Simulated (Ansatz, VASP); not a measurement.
## Cross-check of Al between VASP and Ansatz

One calculation is typed for both programs; each brings its own data sets. How far apart do they land? Of the first pair: The structure shown is the start of the Ansatz relaxation below; VASP solves that cell, so the two are compared at the walk's first step.

Calculated with Ansatz 0.2.0; plane waves, with VASP 6.6.1 beside it; single point at PBE.

**1. Set-up**

The cell holds 5 atoms: 5 Al. Cell: a = 2.857 Å, b = 2.857 Å, c = 23.330 Å, α = 90.0°, β = 90.0°, γ = 60.0°. It derives from Al. Vacuum lies along c.

**2. Ansatz: relaxation, PBE**

Ansatz runs on its default PAW (the set named soft_2) files.

The two programs are compared at the cell with which this relaxation starts, whose forces are those of its first step.

Input file input.yaml:

```yaml
crystal:
  lattice:
    - [2.856711396, 0.0, 0.0]
    - [1.428355698, 2.4739846402, 0.0]
    - [0.0, 0.0, 23.3299803501]
  atoms:
    - { symbol: Al, position: [0.0, 0.0, 0.699956884] }
    - { symbol: Al, position: [0.666666667, 0.666666667, 0.599978442] }
    - { symbol: Al, position: [0.333333333, 0.333333333, 0.5] }
    - { symbol: Al, position: [0.0, 0.0, 0.400021558] }
    - { symbol: Al, position: [0.666666667, 0.666666667, 0.300043116] }
kpoints:
  mp_grid: { grid: [18, 18, 1] }
scf:
  occupations: { method: fermi_dirac, width: 0.05 }
  n_extra_bands: 12
hamiltonian:
  xc: pbe
  pseudopotentials: { kind: paw }
output:
  forces: true
  write_potential: true
  volumetric_format: []
  dos:
    projected: true
    de: 0.05
    e_range: [-30, 12]
    method: { smearing: { sigma: 0.1, scheme: gaussian } }
relax:
  f_tol: 0.03
  max_steps: 50
  constraints: [{ sites: [2] }]
```

The run is started by

```
ansatz run input.yaml --threads 4 --pin off --max-ram 14336MiB --backend cpu --events-out ev --progress --plain --runs-dir out
```

Numbers of over 12 decimals in the logs are rounded to 6 here.

What it wrote:

```text
scf.n_extra_bands = 12 over 8 filled bands (N_el = 15.0): the run solves 20 bands
Engine: ansatz 0.2.0, aarch64-unknown-linux-gnu
Pseudopotentials: kind: paw
Pseudopotential: Al, paw, valence charge 3, recommended cutoff 420 eV (normal), Al.paw.azcp
Functional definition: PBE
  parameter kappa = 0.804
  parameter beta = 0.066725
  exchange = pbe_x(kappa = kappa, mu = beta*pi^2/3)
  correlation = pbe_c(beta = beta)
Crystal: 5 atoms, lattice volume = 164.884 Å³
Basis set: ecut = 420 eV, 3233 PW (Γ), exchange–correlation on 40×40×320 points (8 copies of the dense FFT grid, shifted against one another)
Bands: 20, of which v1, the nominal top of the filled ones, is band 8 counted from 1 (7 counted from 0)
Symmetry: 12 space group operations
Space group: P-3m1 (ITA 164), of the structure as read, at distance tolerance 5.5e-5 Å
k-points: 37 of 324
Non-local potential: Al, projectors of the file, l = 0: 2, l = 1: 2, l = 2: 1
PAW form: soft (Blöchl's): semilocal exchange-correlation on the pseudo side does not see the compensation charge
PAW one-centre angular grid: Al, 110 points (default); XC on 64 Gauss nodes
Initial density: superposition of atomic densities (neutral atoms: chi_scale 0, normalization atom), corrected by the library's trained network
Initial wavefunctions: pseudopotential atomic-orbital guess
Functional: x = pbe(κ = 0.804, μ = 0.219515), c = pbe(β = 0.066725)
SCF iter   1: F=—  HF=-2686.782543 eV  |F-HF|=—  |Δ(HF+E_count)|=         —  Δρ=1.13e-3  dr2=3.08e-2  ethr=1.77e-3  ⟨swp⟩=9.0  Hψ=5805  notcnv=0  defer=50
preconditioner: auto → LDOS  [metal: Δε(μ)=0.101 eV  Ē_g=8.796 eV  σ=0.050 eV  W_gap=0.46  n_scr=12 (ndim 8)  ℏωp=11.2 eV  f_vac=0.394  D(μ)=1.96/eV (n_scr^D=10)  β→1.0]
SCF iter   2: F=—  HF=-2686.781773 eV  |F-HF|=—  |Δ(HF+E_count)|=   7.70e-4  Δρ=3.54e-4  dr2=6.88e-4  ethr=2.06e-4  ⟨swp⟩=2.2  Hψ=1198  notcnv=0  defer=167
SCF iter   3: F=—  HF=-2686.781864 eV  |F-HF|=—  |Δ(HF+E_count)|=   9.03e-5  Δρ=9.24e-5  dr2=1.09e-4  ethr=4.59e-6  ⟨swp⟩=2.5  Hψ=936  notcnv=0  defer=167
iter 4 did not close the SCF: its close was put off for the readings that it lacked (scf_convergence_deferred on its scf_iter line)
SCF iter   4: F=-2686.781855 eV  HF=-2686.781861 eV  |F-HF|=5.93e-6  |Δ(HF+E_count)|=   3.13e-6  Δρ=1.86e-5  dr2=6.99e-6  ethr=7.24e-7  ⟨swp⟩=1.7  Hψ=710  notcnv=0  defer=167
iter 5 did not close the SCF: its close was put off for the readings that it lacked (scf_convergence_deferred on its scf_iter line)
SCF iter   5: F=-2686.781861 eV  HF=-2686.781861 eV  |F-HF|=4.93e-8  |Δ(HF+E_count)|=   3.03e-7  Δρ=3.61e-6  dr2=1.86e-8  ethr=4.66e-8  ⟨swp⟩=1.6  Hψ=638  notcnv=0  defer=167
SCF iter   6: F=-2686.781861 eV  HF=-2686.781861 eV  |F-HF|=6.73e-10  |Δ(HF+E_count)|=   5.61e-8  Δρ=9.08e-7  dr2=2.22e-9  ethr=1.24e-10  ⟨swp⟩=12.2  Hψ=5362  notcnv=0
SCF 1 converged in 6 iterations: F = -2686.781861 eV  dr2 = 2.22e-9
  greatest PAW one-centre occupation: 0.463 electrons in one spin orbital (limit 2), on the Al atom at site 4 (counted from 0), in its partial waves of l = 0
relax step   1: F+E_penalty+E_count = -2686.78186102 eV  Δ(F+E_penalty+E_count) = +0.000e0 eV  max|allowed force component| = 1.038e-1 eV/Å  Δτ_max = 0.0000 Å  (6 SCF iters, dr2 threshold 2.25e-5 eV, accepted)
[...]
relax step   2: F+E_penalty+E_count = -2686.78467468 eV  Δ(F+E_penalty+E_count) = -2.814e-3 eV  max|allowed force component| = 3.552e-2 eV/Å  Δτ_max = 0.0368 Å  (5 SCF iters, accepted)
[...]
relax step   3: F+E_penalty+E_count = -2686.78499378 eV  Δ(F+E_penalty+E_count) = -3.191e-4 eV  max|allowed force component| = 1.662e-3 eV/Å  Δτ_max = 0.0085 Å  (5 SCF iters, accepted)
NSCF: frozen V_eff on 37 k-points
the band table was solved once a step of the walk had ended and its energy, with any forces and stress, was formed, with the checks that follow a solve (5536 applications of the Hamiltonian). They found nothing against the state; the energy, forces and stress were not computed again (output.eigenvalues in the input reference)
WARN: The output density's exchange-correlation potential varies sharply where the density is thin. Do not read a vacuum level from v_tot or v_xc, or from such a field of the output density. On a cell that repeats whose density bears no net charge and no dipole along the vacuum's axis use v_es (v_loc + v_h of the components); under efield.dipole_correction with no amplitude use v_es + v_field, which holds any externa [...]
SCF converged after 5 iterations
Free energy (F): -2686.784994 eV
Harris-Foulkes:  -2686.784994 eV  (|F-HF|=3.68e-9)
Internal energy: -2686.767708 eV  (E = F + TS)
E sigma→0 (E₀):  -2686.776351 eV
Entropy (-TS):   -0.017286 eV (-3.457 meV/atom)
Fermi energy:    1.976207 eV
--- Per-component energies (eV) ---
  E_band       = -33.135915
  E_kinetic    = 109.890375
  E_local      = -2751.391105  (includes V_loc(G=0)·N_el)
  E_nonlocal   = 52.072753
  E_hartree    = 1358.105579
  E_xc         = -196.404515
  E_vxc        = -141.729358  (∫ρ·V_xc dr)
  E_paw        = -2336.526413  (= ΣΔE_a)
  E_vpaw       = -18.187043  (= ΣTr[D̂ρ^β])
  E_aug_tail   = -0.000011  (compensation charges beyond the density's cutoff)
  E_ewald      = 1077.485629
  E_smearing   = -0.017286  (= −TS)
  E_closure    = -0.000000  (closes the sum)
  Σ components = -2686.784994   (vs F -2686.784994, Δ=0.00e0)
--- Forces (eV/Å), atoms counted from 1 ---
  atom   1  Al     0.00000000     0.00000000     0.00166207
  atom   2  Al     0.00000000     0.00000000    -0.00155882
  atom   3  Al    -0.00000000     0.00000000     0.00000000
  atom   4  Al     0.00000000    -0.00000000     0.00155882
  atom   5  Al     0.00000000    -0.00000000    -0.00166207
  max |Σ_I F_I| component: 1.39e-17 eV/Å
--- Band table (eV; the first three rows and the last of 37) ---
  k-point 0: bands = [... 4 lower, -3.6614, -1.6090, 0.8014, 3.1397, 4.9602, 6.0615, 6.2812, 8.2580, ... 8 higher]
  k-point 1: bands = [... 4 lower, -3.5881, -1.5392, 0.8711, 3.2085, 5.0311, 6.1336, 6.3528, 8.3246, ... 8 higher]
  k-point 2: bands = [... 4 lower, -3.3688, -1.3297, 1.0795, 3.4129, 5.2411, 6.3476, 6.5645, 8.4969, ... 8 higher]
  k-point 36: bands = [... 4 lower, -0.3503, -0.3503, 0.4568, 0.4568, 0.9574, 1.7065, 2.6684, 2.6684, ... 8 higher]
--- Relaxed structure (3 steps of the walk, 3 accepted, 0 SCFs on fresh bases) ---
  F+E_penalty+E_count = -2686.78499378 eV   max|allowed force component| = 1.662e-3 eV/Å
  atoms:
    - { symbol: Al, position: [0, -1.1102230256591337e-18, 0.701173] }
    - { symbol: Al, position: [0.666667, 0.666667, 0.599752] }
    - { symbol: Al, position: [0.333333, 0.333333, 0.500000] }
    - { symbol: Al, position: [-9.053304998744321e-19, -1.110223025659132e-18, 0.400248] }
    - { symbol: Al, position: [0.666667, 0.666667, 0.298827] }
```

The column dr2 measures how far the density is from self-consistency, as an energy; F and HF (Harris–Foulkes) agree once it is small.

**3. VASP: single point, PBE, start cell, pair 1**

The same cell, functional, mesh and smearing now go to VASP, with its own data sets.

Lines of VASP's logs that name or quote its potential files are left out, and so is its time.

Input file INCAR:

```
SYSTEM = Al
PREC = Accurate
ENCUT = 400
EDIFF = 1E-06
NELM = 120
ISMEAR = -1
SIGMA = 0.05
LREAL = .FALSE.
ALGO = Normal
GGA = PE
NBANDS = 13
LORBIT = 11
LWAVE = .FALSE.
LCHARG = .FALSE.
ISIF = 2
LASPH = .TRUE.
GGA_COMPAT = .FALSE.
KPAR = 2
```

Input file POSCAR:

```
Al
1.0
    2.8567113960      0.0000000000      0.0000000000
    1.4283556980      2.4739846402      0.0000000000
    0.0000000000      0.0000000000     23.3299803501
Al
5
Direct
    0.9999998425      0.9999998425      0.6999568690
    0.6666665091      0.6666665091      0.5999784308
    0.3333331758      0.3333331758      0.4999999925
    0.9999998425      0.9999998425      0.4000215542
    0.6666665091      0.6666665091      0.3000431160
```

Input file KPOINTS:

```
Automatic mesh
0
Gamma
18 18 1
0 0 0
```

Potentials, in the order of the species: Al (PBE family, release 64).

The run is started by

```
mpirun -np 2 vasp_std
```

What it wrote:

```text
[banner, memory and clock lines left out]
running    2 mpi-ranks, on    1 nodes
 distrk:  each k-point on    1 cores,    2 groups
 distr:  one band on    1 cores,    1 groups

 POSCAR found type information on POSCAR Al
 POSCAR found :  1 types and       5 ions
 LDA part: xc-table for (Slater+PW92), standard interpolation
 POSCAR, INCAR and KPOINTS ok, starting setup
 FFT: planning ... GRIDC
 FFT: planning ... GRID_SOFT
 FFT: planning ... GRID
 WAVECAR not read
 entering main loop
       N       E                     dE             d eps       ncg     rms          rms(c)
DAV:   1     0.282744244765E+02    0.28274E+02   -0.40972E+03   962   0.660E+02
DAV:   2    -0.166893243377E+02   -0.44964E+02   -0.40934E+02  1353   0.115E+02
DAV:   3    -0.186010112097E+02   -0.19117E+01   -0.18568E+01  1330   0.234E+01
DAV:   4    -0.186594218019E+02   -0.58411E-01   -0.58348E-01  1349   0.510E+00
DAV:   5    -0.186630570621E+02   -0.36353E-02   -0.36350E-02  1558   0.117E+00    0.319E+00
DAV:   6    -0.182498575302E+02    0.41320E+00   -0.28905E+00  1078   0.833E+00    0.206E+00
DAV:   7    -0.180655491609E+02    0.18431E+00   -0.82034E-01  1133   0.584E+00    0.127E+00
DAV:   8    -0.180026854994E+02    0.62864E-01   -0.19624E-01  1153   0.209E+00    0.312E-01
DAV:   9    -0.180010273440E+02    0.16582E-02   -0.10531E-02  1269   0.624E-01    0.212E-01
DAV:  10    -0.179997393894E+02    0.12880E-02   -0.12297E-03  1194   0.201E-01    0.120E-01
DAV:  11    -0.179981692364E+02    0.15702E-02   -0.11419E-03  1120   0.142E-01    0.378E-02
DAV:  12    -0.179978404699E+02    0.32877E-03   -0.34423E-04  1195   0.814E-02    0.239E-02
DAV:  13    -0.179977758785E+02    0.64591E-04   -0.20547E-04  1102   0.561E-02    0.113E-02
DAV:  14    -0.179979063371E+02   -0.13046E-03   -0.36610E-05  1192   0.290E-02    0.735E-03
DAV:  15    -0.179980963099E+02   -0.18997E-03   -0.37505E-05  1047   0.208E-02    0.449E-03
DAV:  16    -0.179982330994E+02   -0.13679E-03   -0.92120E-06  1063   0.117E-02    0.220E-03
DAV:  17    -0.179983296256E+02   -0.96526E-04   -0.12150E-05   945   0.917E-03    0.930E-04
DAV:  18    -0.179983398243E+02   -0.10199E-04   -0.58250E-07   978   0.301E-03    0.510E-04
DAV:  19    -0.179983448413E+02   -0.50170E-05   -0.37501E-07   834   0.165E-03    0.240E-04
DAV:  20    -0.179983450253E+02   -0.18400E-06   -0.11566E-08   721   0.622E-04
   1 F= -.17998345E+02 E0= -.17989789E+02  d E =-.171128E-01
```

From OUTCAR (step 3):

```text
ion  position               nearest neighbor table
   1  1.000  1.000  0.700-   2 2.86   2 2.86   2 2.86
   2  0.667  0.667  0.600-   1 2.86   1 2.86   1 2.86   3 2.86   3 2.86   3 2.86
   3  0.333  0.333  0.500-   2 2.86   4 2.86   4 2.86   2 2.86   4 2.86   2 2.86
   4  1.000  1.000  0.400-   5 2.86   5 2.86   5 2.86   3 2.86   3 2.86   3 2.86
   5  0.667  0.667  0.300-   4 2.86   4 2.86   4 2.86

  LATTYP: Found a hexagonal cell.
 ALAT       =     2.8567113960
 C/A-ratio  =     8.1667263914

 Subroutine GETGRP returns: Found 12 space group operations
 (whereof  6 operations were pure point group operations)

The static configuration has the point symmetry C_3v.
 The point group associated with its full space group is D_3d.

 Found     37 irreducible k-points:

   k-points           NKPTS =     37   k-points in BZ     NKDIM =     37   number of bands    NBANDS=     13

   dimension x,y,z NGX =    20 NGY =   20 NGZ =  160
   dimension x,y,z NGXF=    40 NGYF=   40 NGZF=  320

   ENCUT  =  400.0 eV  29.40 Ry    5.42 a.u.   4.66  4.66 38.05*2*pi/ulx,y,z

   NELECT =      15.0000    total number of electrons

 k-points in reciprocal lattice and weights: Automatic mesh
   0.00000000  0.00000000  0.00000000       0.003
   0.05555556  0.00000000  0.00000000       0.019
   0.11111111  0.00000000  0.00000000       0.019
   0.16666667  0.00000000  0.00000000       0.019
   0.22222222  0.00000000  0.00000000       0.019
   0.27777778  0.00000000  0.00000000       0.019
   0.33333333  0.00000000  0.00000000       0.019
   0.38888889  0.00000000  0.00000000       0.019
   0.44444444  0.00000000  0.00000000       0.019
[...]
-0.38888889  0.27777778  0.00000000       0.037
  -0.33333333  0.33333333  0.00000000       0.006

 average (electrostatic) potential at core
       1 -78.6667       2 -78.5971       3 -78.5747       4 -78.5971       5 -78.6668

 E-fermi :   1.9937

 k-point     1 :       0.0000    0.0000    0.0000
  band No.  band energies     occupation
    ...
      3      -7.0606      2.00000
      4      -5.5314      2.00000
      5      -3.6176      2.00000
      6      -1.5760      2.00000
      7       0.8544      2.00000
      8       3.2293      0.00000
      9       5.0228      0.00000
     10       6.1155      0.00000
     11       6.3353      0.00000
     12       8.3073      0.00000
    ...

 k-point     2 :       0.0556    0.0000    0.0000
  band No.  band energies     occupation
    ...
      3      -6.9868      2.00000
      4      -5.4581      2.00000
      5      -3.5443      2.00000
      6      -1.5061      2.00000
      7       0.9241      2.00000
      8       3.2980      0.00000
      9       5.0938      0.00000
     10       6.1876      0.00000
     11       6.4069      0.00000
     12       8.3734      0.00000
    ...

 k-point     3 :       0.1111    0.0000    0.0000
  band No.  band energies     occupation
    ...
      3      -6.7656      2.00000
      4      -5.2386      2.00000
      5      -3.3250      2.00000
      6      -1.2965      2.00000
      7       1.1325      2.00000
      8       3.5021      0.00000
      9       5.3041      0.00000
     10       6.4014      0.00000
     11       6.6183      0.00000
     12       8.5408      0.00000
    ...

  Total       -1.1760816     -1.1760816      0.3352900     -0.0000000      0.0000000     -0.0000000
  in kB      -11.4280020    -11.4280020      3.2580176     -0.0000000      0.0000000     -0.0000000
  external PRESSURE =      -6.5326622 kB  Pullay stress =       0.0000000 kB

  energy-cutoff  :      400.00
  volume of cell :      164.88
      direct lattice vectors                 reciprocal lattice vectors
     2.856711396  0.000000000  0.000000000     0.350052862 -0.202103114  0.000000000
     1.428355698  2.473984640  0.000000000     0.000000000  0.404206228  0.000000000
     0.000000000  0.000000000 23.329980350     0.000000000  0.000000000  0.042863302

 POSITION                                       TOTAL-FORCE (eV/Angst)
 -----------------------------------------------------------------------------------
      4.28507      2.47398     16.32998        -0.000000     -0.000000      0.089541
      2.85671      1.64932     13.99749        -0.000000      0.000000     -0.104385
      1.42836      0.82466     11.66499        -0.000000      0.000000     -0.000000
      4.28507      2.47398      9.33249        -0.000000      0.000000      0.104385
      2.85671      1.64932      7.00000         0.000000     -0.000000     -0.089541
 -----------------------------------------------------------------------------------
    total drift:                               -0.000070     -0.000041      0.000045

  FREE ENERGIE OF THE ION-ELECTRON SYSTEM (eV)
  ---------------------------------------------------
  free  energy   TOTEN  =       -17.9983450253 eV

  energy  without entropy=      -17.9812322621  energy(sigma->0) =      -17.98978864

 total charge
# of ion       s       p       d       tot
------------------------------------------
    1        0.452   0.308   0.000   0.760
    2        0.433   0.339   0.000   0.771
    3        0.432   0.338   0.000   0.770
    4        0.433   0.339   0.000   0.771
    5        0.452   0.308   0.000   0.760
--------------------------------------------------
tot          2.202   1.632   0.000   3.833

[... 3 further parts left out ...]
```

(Part 1 of 2 ends here.)

[Lines on the potential files, build, host, timing and source positions are cut from VASP's logs without a mark.]

[Logs are printed without paths, hosts, clocks, repeated set-up lines and the standing remarks that a program may print on its own settings, such as how far it seeks lower states.]

[Hosts, paths, dates, database ids (printed as entryN), source tags and the programs' standing remarks are cut or masked in the printed files.]
